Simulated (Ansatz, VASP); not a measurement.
# Cross-check of Sn between VASP and Ansatz

Aim: how closely do two programs agree when they are given the same cell, functional and k mesh? The cell is taken from a series of runs on this material, whose earlier steps may have relaxed, scaled, displaced or heated it; both programs get it as it stands.

Calculated with Ansatz 0.2.0; plane waves, with VASP 6.6.1 beside it; zone-centre phonons at RPBE.

**1. The structure**

The structure is cubic, space group Fd-3m (No. 227). The conventional cell has a = 6.731 Å, b = 6.731 Å, c = 6.731 Å, α = 90.00°, β = 90.00°, γ = 90.00°. Nearest to Sn lie 4 Sn at 2.91 Å.

As a file:

```cif
data_structure
_symmetry_space_group_name_H-M 'Fd-3m:1'
_symmetry_Int_Tables_number 227
_cell_length_a 6.7313
_cell_length_b 6.7313
_cell_length_c 6.7313
_cell_angle_alpha 90.000
_cell_angle_beta 90.000
_cell_angle_gamma 90.000
_cell_volume 305.00
loop_
_atom_site_label
_atom_site_type_symbol
_atom_site_symmetry_multiplicity
_atom_site_Wyckoff_symbol
_atom_site_fract_x
_atom_site_fract_y
_atom_site_fract_z
_atom_site_occupancy
Sn1 Sn 8 b 0.00000 0.00000 0.50000 1
```

**2. VASP: zone-centre phonons, RPBE**

Second derivatives magnify differences that forces hide, and they need a tight electronic threshold.

Lines of VASP's logs that name or quote its potential files are left out, and so is its time.

INCAR reads:

```
SYSTEM = Sn
PREC = Accurate
ENCUT = 500
EDIFF = 1E-08
NELM = 120
ISMEAR = 1
SIGMA = 0.2
LREAL = .FALSE.
ALGO = Normal
GGA = RP
NBANDS = 20
LORBIT = 11
LWAVE = .FALSE.
LCHARG = .FALSE.
ISIF = 2
IBRION = 8
LASPH = .TRUE.
GGA_COMPAT = .FALSE.
KPAR = 2
```

POSCAR reads:

```
Sn
1.0
    0.0000000000      3.3656742780      3.3656742780
    3.3656742780      0.0000000000      3.3656742780
    3.3656742780      3.3656742780      0.0000000000
Sn
2
Direct
    0.0000000000      0.0000000000      0.0000000000
    0.2500000000      0.2500000000      0.2500000000
```

KPOINTS reads:

```
Automatic mesh
0
Gamma
14 14 14
0 0 0
```

The projector-augmented-wave data sets are Sn_d (PBE family, release 64).

Command:

```
> mpirun -np 2 vasp_std
```

Numbers of over 12 decimals in the logs are rounded to 6 here.

What it wrote:

```text
[banner, memory and clock lines left out]
running    2 mpi-ranks, on    1 nodes
 distrk:  each k-point on    1 cores,    2 groups
 distr:  one band on    1 cores,    1 groups

 POSCAR found type information on POSCAR Sn
 POSCAR found :  1 types and       2 ions
|                                                                             |
|               ----> ADVICE to this user running VASP <----                  |
|                                                                             |
|     You enforced a specific xc type in the INCAR file but a different       |
|     [... a line on the potential file left out ...]
|     I HOPE YOU KNOW WHAT YOU ARE DOING!                                     |
|                                                                             |

 LDA part: xc-table for (Slater+PW92), standard interpolation
 POSCAR, INCAR and KPOINTS ok, starting setup
 FFT: planning ... GRIDC
 FFT: planning ... GRID_SOFT
 FFT: planning ... GRID
 WAVECAR not read
 entering main loop
       N       E                     dE             d eps       ncg     rms          rms(c)
DAV:   1     0.216409847031E+03    0.21641E+03   -0.14427E+04  4196   0.188E+03
DAV:   2     0.154776533498E+02   -0.20093E+03   -0.19745E+03  4180   0.430E+02
DAV:   3    -0.629186379373E+01   -0.21770E+02   -0.21644E+02  4788   0.139E+02
DAV:   4    -0.700530856448E+01   -0.71344E+00   -0.71307E+00  4692   0.280E+01
DAV:   5    -0.703556569155E+01   -0.30257E-01   -0.30256E-01  5964   0.539E+00    0.279E+00
DAV:   6    -0.703124461023E+01    0.43211E-02   -0.22295E-02  5484   0.187E+00    0.168E+00
DAV:   7    -0.703452354497E+01   -0.32789E-02   -0.37697E-02  4464   0.210E+00    0.158E-01
DAV:   8    -0.703779363863E+01   -0.32701E-02   -0.63530E-03  4448   0.829E-01    0.520E-02
DAV:   9    -0.703875952532E+01   -0.96589E-03   -0.14308E-03  4380   0.208E-01    0.156E-02
DAV:  10    -0.703888569356E+01   -0.12617E-03   -0.24384E-04  4748   0.878E-02    0.867E-03
DAV:  11    -0.703890567331E+01   -0.19980E-04   -0.51895E-05  4360   0.457E-02    0.125E-03
DAV:  12    -0.703890536072E+01    0.31259E-06   -0.14261E-06  4792   0.124E-02    0.122E-03
DAV:  13    -0.703890544260E+01   -0.81885E-07   -0.27821E-07  4376   0.308E-03    0.428E-04
DAV:  14    -0.703890545580E+01   -0.13204E-07   -0.37199E-08  3816   0.131E-03    0.309E-05
DAV:  15    -0.703890547911E+01   -0.23303E-07   -0.19777E-09  3108   0.396E-04    0.177E-05
DAV:  16    -0.703890547837E+01    0.73123E-09   -0.58748E-10  2544   0.219E-04
   1 F= -.70389055E+01 E0= -.70389811E+01  d E =0.226769E-03
 Linear response reoptimize wavefunctions to high precision
DAV:   1    -0.703890547616E+01    0.22146E-08   -0.16598E-10  2576   0.135E-04
DAV:   2    -0.703890547619E+01   -0.27285E-10   -0.71577E-11  2408   0.898E-05
 Linear response DOF=           1
 Linear response progress:
  Degree of freedom:   1/  1
       N       E                     dE             d eps       ncg     rms          rms(c)
RMM:   1    -0.214197259324E+00   -0.21420E+00    0.47007E-01 21520   0.971E+00
RMM:   2    -0.220736879733E+00   -0.65396E-02   -0.19276E-02 30028   0.113E+00    0.618E-02
RMM:   3    -0.220773139056E+00   -0.36259E-04   -0.15219E-03 31885   0.312E-01    0.294E-02
RMM:   4    -0.220555669891E+00    0.21747E-03   -0.11319E-04 31333   0.949E-02    0.118E-02
RMM:   5    -0.220477416617E+00    0.78253E-04   -0.16902E-05 31666   0.330E-02    0.397E-03
RMM:   6    -0.220470462612E+00    0.69540E-05   -0.18643E-06 32161   0.103E-02    0.187E-03
RMM:   7    -0.220469533566E+00    0.92905E-06   -0.55788E-07 31267   0.396E-03    0.280E-04
RMM:   8    -0.220467504814E+00    0.20288E-05   -0.16791E-07 32576   0.151E-03    0.102E-04
RMM:   9    -0.220467302106E+00    0.20271E-06    0.16996E-07 32218   0.621E-04    0.822E-05
RMM:  10    -0.220467710333E+00   -0.40823E-06    0.14998E-08 33518   0.259E-04    0.122E-05
RMM:  11    -0.220467772111E+00   -0.61778E-07    0.18932E-07 34093   0.121E-04    0.960E-06
RMM:  12    -0.220467758031E+00    0.14081E-07    0.61463E-08 34074   0.606E-05    0.289E-06
RMM:  13    -0.220467716801E+00    0.41230E-07    0.41302E-08 34250   0.332E-05    0.183E-06
RMM:  14    -0.220467703504E+00    0.13297E-07    0.31345E-08 32343   0.197E-05    0.163E-06
RMM:  15    -0.220467717948E+00   -0.14444E-07    0.15142E-08 25823   0.137E-05    0.300E-06
RMM:  16    -0.220467688424E+00    0.29524E-07    0.86385E-09 27731   0.111E-05    0.685E-07
RMM:  17    -0.220467683024E+00    0.53999E-08    0.46371E-09 24511   0.886E-06    0.255E-07
 first order change of Fermi-energy   0.77727E-04
 force on displaced ion       1 direction 1 :  -6.157  -0.000  -0.000
 Linear response finished
```

From OUTCAR (step 2):

```text
ion  position               nearest neighbor table
   1  0.000  0.000  0.000-   2 2.91   2 2.91   2 2.91   2 2.91
   2  0.250  0.250  0.250-   1 2.91   1 2.91   1 2.91   1 2.91

  LATTYP: Found a face centered cubic cell.
 ALAT       =     6.7313485560

 Subroutine GETGRP returns: Found 48 space group operations
 (whereof 24 operations were pure point group operations)

The static configuration has the point symmetry T_d .
 The point group associated with its full space group is O_h .

 Found    104 irreducible k-points:

   k-points           NKPTS =    104   k-points in BZ     NKDIM =    104   number of bands    NBANDS=     20

   dimension x,y,z NGX =    36 NGY =   36 NGZ =   36
   dimension x,y,z NGXF=    72 NGYF=   72 NGZF=   72

   ENCUT  =  500.0 eV  36.75 Ry    6.06 a.u.   8.68  8.68  8.68*2*pi/ulx,y,z

   NELECT =      28.0000    total number of electrons

 k-points in reciprocal lattice and weights: Automatic mesh
   0.00000000  0.00000000  0.00000000       0.000
   0.07142857  0.00000000  0.00000000       0.003
   0.14285714  0.00000000  0.00000000       0.003
   0.21428571  0.00000000  0.00000000       0.003
   0.28571429  0.00000000  0.00000000       0.003
   0.35714286  0.00000000  0.00000000       0.003
   0.42857143  0.00000000  0.00000000       0.003
   0.50000000  0.00000000  0.00000000       0.001
   0.07142857  0.07142857  0.00000000       0.002
[...]
-0.28571429  0.42857143  0.21428571       0.009
  -0.28571429  0.50000000  0.21428571       0.004

 average (electrostatic) potential at core
       1-102.4578       2-102.4578

  Total       -0.0108416     -0.0108416     -0.0108416     -0.0000000      0.0000000     -0.0000000
  in kB       -0.2278011     -0.2278011     -0.2278011     -0.0000000      0.0000000     -0.0000000
  external PRESSURE =      -0.2278011 kB  Pullay stress =       0.0000000 kB

  energy-cutoff  :      500.00
  volume of cell :       76.25
      direct lattice vectors                 reciprocal lattice vectors
     0.000000000  3.365674278  3.365674278    -0.148558642  0.148558642  0.148558642
     3.365674278  0.000000000  3.365674278     0.148558642 -0.148558642  0.148558642
     3.365674278  3.365674278  0.000000000     0.148558642  0.148558642 -0.148558642

 POSITION                                       TOTAL-FORCE (eV/Angst)
 -----------------------------------------------------------------------------------
      0.00000      0.00000      0.00000         0.000000      0.000000     -0.000000
      1.68284      1.68284      1.68284        -0.000000     -0.000000      0.000000
 -----------------------------------------------------------------------------------
    total drift:                                0.000000      0.000000      0.000000

 Eigenvectors and eigenvalues of the dynamical matrix
 ----------------------------------------------------

   1 f  =    5.035278 THz    31.637584 2PiTHz  167.958793 cm-1    20.824227 meV
             X         Y         Z           dx          dy          dz
      0.000000  0.000000  0.000000     0.000000   -0.707107    0.000000
      1.682837  1.682837  1.682837     0.000000    0.707107    0.000000

   2 f  =    5.035278 THz    31.637584 2PiTHz  167.958793 cm-1    20.824227 meV
             X         Y         Z           dx          dy          dz
      0.000000  0.000000  0.000000    -0.707107    0.000000    0.000000
      1.682837  1.682837  1.682837     0.707107    0.000000    0.000000

   3 f  =    5.035278 THz    31.637584 2PiTHz  167.958793 cm-1    20.824227 meV
             X         Y         Z           dx          dy          dz
      0.000000  0.000000  0.000000     0.000000    0.000000   -0.707107
      1.682837  1.682837  1.682837     0.000000    0.000000    0.707107

   4 f  =    0.000000 THz     0.000000 2PiTHz    0.000000 cm-1     0.000000 meV
             X         Y         Z           dx          dy          dz
      0.000000  0.000000  0.000000     0.707107    0.000000    0.000000
      1.682837  1.682837  1.682837     0.707107    0.000000    0.000000

   5 f  =    0.000000 THz     0.000000 2PiTHz    0.000000 cm-1     0.000000 meV
             X         Y         Z           dx          dy          dz
      0.000000  0.000000  0.000000     0.000000    0.707107    0.000000
      1.682837  1.682837  1.682837     0.000000    0.707107    0.000000

   6 f  =    0.000000 THz     0.000000 2PiTHz    0.000000 cm-1     0.000000 meV
             X         Y         Z           dx          dy          dz
      0.000000  0.000000  0.000000     0.000000    0.000000    0.707107
      1.682837  1.682837  1.682837     0.000000    0.000000    0.707107

 ELASTIC MODULI CONTR FROM IONIC RELAXATION (kBar)
 Direction    XX          YY          ZZ          XY          YZ          ZX
 --------------------------------------------------------------------------------
 XX          -0.0000      0.0000      0.0000     -0.0000      0.0000     -0.0000
 YY           0.0000     -0.0000      0.0000     -0.0000     -0.0000      0.0000
 ZZ           0.0000      0.0000     -0.0000      0.0000     -0.0000     -0.0000
 XY          -0.0000     -0.0000      0.0000   -133.9702      0.0000      0.0000
 YZ           0.0000     -0.0000     -0.0000      0.0000   -133.9702      0.0000
 ZX          -0.0000      0.0000     -0.0000      0.0000      0.0000   -133.9702
 --------------------------------------------------------------------------------
```

**3. Ansatz: zone-centre phonons, RPBE**

Ansatz runs on its default PAW (the set named soft_2) files.

The same cell, functional, mesh and smearing now go to Ansatz, which takes its cutoff from its data sets.

input.yaml reads:

```yaml
crystal:
  lattice:
    - [0.0, 3.365674278, 3.365674278]
    - [3.365674278, 0.0, 3.365674278]
    - [3.365674278, 3.365674278, 0.0]
  atoms:
    - { symbol: Sn, position: [0.0, 0.0, 0.0] }
    - { symbol: Sn, position: [0.25, 0.25, 0.25] }
kpoints:
  mp_grid: { grid: [14, 14, 14] }
hamiltonian:
  xc: rpbe
scf:
  occupations: { method: methfessel_paxton, width: 0.2 }
output:
  eigenvalues: true
phonons:
  method: dfpt
```

Command:

```
> ansatz run input.yaml --threads 4 --pin off --max-ram 14336MiB --backend cpu --events-out ev --progress --plain --runs-dir out
```

What it wrote:

```text
zone centre: on kpoints.mp_grid the ground state, and the responses unless they are solved on pairs of k-points, stand on 244 of the mesh's 2744 k-points, reduced under 8 symmetry operations, with k and −k counted as one. Each operation leaves every solved displacement unchanged or reverses it
Engine: ansatz 0.2.0, x86_64-unknown-linux-gnu
Pseudopotentials: kind: paw
Pseudopotential: Sn, paw, valence charge 14, recommended cutoff 420 eV (normal), Sn.paw.azcp
Functional definition: RPBE
  parameter kappa = 0.804
  parameter beta = 0.066725
  exchange = rpbe_x(kappa = kappa, mu = beta*pi^2/3)
  correlation = pbe_c(beta = beta)
Crystal: 2 atoms, lattice volume = 76.251 Å³
Basis set: ecut = 420 eV, 1459 PW (Γ), exchange–correlation on 64×64×64 points (8 copies of the dense FFT grid, shifted against one another)
Bands: 18, of which v1, the nominal top of the filled ones, is band 14 counted from 1 (13 counted from 0)
Symmetry: 48 space group operations
k-points: 244 of 2744 (irreducible under 8 space group operations, time reversal used)
Non-local potential: Sn, projectors of the file, l = 0: 2, l = 1: 2, l = 2: 2, l = 3: 2
PAW form: soft (Blöchl's): semilocal exchange-correlation on the pseudo side does not see the compensation charge
PAW frozen core: Sn, regenerated for the run's functional, and the local potential with it (the file was generated under x = pbe(κ = 0.804, μ = 0.219515), c = pbe(β = 0.066725))
PAW one-centre angular grid: Sn, 590 points (default); XC on 64 Gauss nodes
Initial density: superposition of atomic densities (neutral atoms: chi_scale 0, normalization atom), corrected by the library's trained network
Initial wavefunctions: pseudopotential atomic-orbital guess
Functional: x = rpbe, c = pbe(β = 0.066725)
SCF iter   1: F=—  HF=-12065.608272 eV  |F-HF|=—  |Δ(HF+E_count)|=         —  Δρ=2.49e-3  dr2=1.96e-3  ethr=1.77e-3  ⟨swp⟩=5.3  Hψ=21711  notcnv=0
preconditioner: auto → Kerker (q_TF=auto, 2.309 Å⁻¹)  [metal: Δε(μ)=0.007 eV  Ē_g=19.856 eV  σ=0.200 eV  W_gap=0.03  n_scr=14 (ndim 8)  ℏωp=22.5 eV  f_vac=0.127  D(μ)=0.16/eV (n_scr^D=0)]
SCF iter   2: F=—  HF=-12065.607145 eV  |F-HF|=—  |Δ(HF+E_count)|=   1.13e-3  S|Δr|=    0.00e0  Δρ=9.48e-4  dr2=4.52e-4  ethr=7.00e-6  ⟨swp⟩=2.0  Hψ=9741  notcnv=0
SCF iter   3: F=—  HF=-12065.607326 eV  |F-HF|=—  |Δ(HF+E_count)|=   1.81e-4  S|Δr|=    0.00e0  Δρ=4.77e-4  dr2=1.37e-4  ethr=1.61e-6  ⟨swp⟩=2.0  Hψ=4898  notcnv=0
SCF iter   4: F=—  HF=-12065.607404 eV  |F-HF|=—  |Δ(HF+E_count)|=   7.78e-5  S|Δr|=    0.00e0  Δρ=6.98e-5  dr2=8.95e-6  ethr=4.89e-7  ⟨swp⟩=2.0  Hψ=5383  notcnv=0
SCF iter   5: F=—  HF=-12065.607414 eV  |F-HF|=—  |Δ(HF+E_count)|=   9.95e-6  S|Δr|=    0.00e0  Δρ=3.29e-5  dr2=1.80e-6  ethr=3.20e-8  ⟨swp⟩=2.0  Hψ=5384  notcnv=0
SCF iter   6: F=—  HF=-12065.607418 eV  |F-HF|=—  |Δ(HF+E_count)|=   4.01e-6  S|Δr|=    0.00e0  Δρ=1.09e-5  dr2=9.43e-8  ethr=6.44e-9  ⟨swp⟩=2.8  Hψ=8321  notcnv=0
SCF iter   7: F=—  HF=-12065.607418 eV  |F-HF|=—  |Δ(HF+E_count)|=   3.04e-7  S|Δr|=    0.00e0  Δρ=3.16e-6  dr2=5.45e-9  ethr=3.37e-10  ⟨swp⟩=3.0  Hψ=8379  notcnv=0
SCF iter   8: F=—  HF=-12065.607418 eV  |F-HF|=—  |Δ(HF+E_count)|=   3.67e-8  S|Δr|=    0.00e0  Δρ=5.15e-7  dr2=1.69e-10  ethr=1.95e-11  ⟨swp⟩=2.3  Hψ=7914  notcnv=0
SCF iter   9: F=—  HF=-12065.607418 eV  |F-HF|=—  |Δ(HF+E_count)|=   3.20e-9  S|Δr|=    0.00e0  Δρ=1.43e-7  dr2=1.06e-11  ethr=1.00e-12  ⟨swp⟩=2.7  Hψ=5728  notcnv=0
SCF iter  10: F=-12065.607418 eV  HF=-12065.607418 eV  |F-HF|=5.46e-12  |Δ(HF+E_count)|=  1.46e-10  S|Δr|=    0.00e0  Δρ=1.29e-8  dr2=1.06e-13  ethr=1.00e-12  ⟨swp⟩=6.7  Hψ=19661  notcnv=0
SCF 1 converged in 10 iterations: F = -12065.607418 eV  dr2 = 1.06e-13
  greatest PAW one-centre occupation: 0.990 electrons in one spin orbital (limit 2), on the Sn atom at site 1 (counted from 0), in its partial waves of l = 2
DFPT response loops at Γ: preconditioner auto → Kerker (q_TF=auto, 2.309 Å⁻¹) (partly filled bands, converged f_vac=0.127); β = 1.00, the filter's whole step (`scf.mixing.beta` (0.50) is not read by the response loops under this deck's `scf.mixing.preconditioner`; to damp them name `kerker` or `kerker_dos`, under which they read `scf.mixing.beta`, and type it under 1.00, their step now; both keys bind the ground state too); Broyden in place of MSR1
SCF converged after 10 iterations
Stability not checked: this state was not tested for a lower state beside it, because cold or Methfessel-Paxton smearing, or corrected tetrahedra, fill the levels in a way that the test cannot read (fill_not_monotonic; see scf.lower_state_search)
Free energy (F): -12065.607418 eV
Harris-Foulkes:  -12065.607418 eV  (|F-HF|=5.46e-12)
Internal energy: -12065.607637 eV  (E = F + TS)
E sigma→0 (E₀):  -12065.607473 eV
Entropy (-TS):   0.000219 eV (0.109 meV/atom)
Fermi energy:    6.629471 eV
--- Per-component energies (eV) ---
  E_band       = -276.865174
  E_kinetic    = 371.646365
  E_local      = -2434.885554  (includes V_loc(G=0)·N_el)
  E_nonlocal   = -65.564115
  E_hartree    = 1377.538017
  E_xc         = -764.319625
  E_vxc        = -188.162453  (∫ρ·V_xc dr)
  E_paw        = -8291.490039  (= ΣΔE_a)
  E_vpaw       = -714.975432  (= ΣTr[D̂ρ^β])
  E_aug_tail   = -0.000001  (compensation charges beyond the density's cutoff)
  E_ewald      = -2258.585240
  E_core_change = 0.052555  (= ΣΔE_core)
  E_smearing   = 0.000219  (= −TS)
  E_closure    = 0.000000  (closes the sum)
  Σ components = -12065.607418   (vs F -12065.607418, Δ=0.00e0)
--- Band table (eV; the first three rows and the last of 244) ---
  k-point 0: bands = [... 10 lower, -3.2526, 5.3430, 6.7186, 6.7186, 6.7186, 8.7838, 8.7838, 8.7838]
  k-point 1: bands = [... 10 lower, -3.2085, 4.8904, 6.6301, 6.6301, 6.9112, 8.9007, 8.9007, 8.9545]
  k-point 2: bands = [... 10 lower, -3.0778, 4.0376, 6.4223, 6.4223, 7.0127, 9.1769, 9.1769, 9.5061]
  k-point 243: bands = [... 10 lower, -0.4702, -0.4702, 4.0662, 4.0662, 9.5101, 9.5101, 10.9991, 10.9991]
--- Phonons (Γ-DFPT): 1 representative perturbation + reference, on 244 of 2744 k-points (Σ response iterations 3) ---
  k mesh reduced under 8 symmetry operations, with k and −k counted as one. Each operation leaves every solved displacement unchanged or reverses it
  ASR residual: 1.123e-5 → 0.000e0 eV/Å²; symmetrization residual: 2.482e-12 eV/Å²
  ASR residual per site (eV/Å²): 1.12e-5 1.12e-5
  Γ frequencies (cm⁻¹): 0.00 0.00 0.00 167.64 167.64 167.64
  non-analytic LO–TO correction: not included (Born effective charges unavailable; polar crystals: no LO–TO splitting at Γ)
```

**4. Differences**

Known differences besides the potentials themselves: the cutoff is 420 eV in Ansatz and 500 eV in VASP; Ansatz makes its cores anew for this functional, VASP keeps those of its PBE data sets. Total energies have different zeros and are not compared.

Both answers:

| quantity | Ansatz | VASP | difference |
| --- | --- | --- | --- |
| optical mode 1 to 3 (cm⁻¹) | 167.6 | 168.0 | -0.19 % |

Modes are paired by rising frequency, not by their patterns, so a pair may set unlike modes beside each other; they are those without the splitting of longitudinal modes.

**5. Summary of results**

| Property | Result |
| --- | --- |
| r.m.s. difference of the optical zone-centre modes, each program's sorted by frequency (zone-centre phonons, RPBE) | 0.32 cm⁻¹ |

The r.m.s. difference of the optical zone-centre modes, each program's sorted by frequency is 0.32 cm⁻¹ (zone-centre phonons, RPBE). How closely two codes agree says nothing of how well the functional describes the real material.

[Lines on the potential files, build, host, timing and source positions are cut from VASP's logs without a mark.]

[Logs are printed without paths, hosts, clocks, repeated set-up lines and the standing remarks that a program may print on its own settings, such as how far it seeks lower states.]

[Hosts, paths, dates, database ids (printed as entryN), source tags and the programs' standing remarks are cut or masked in the printed files.]
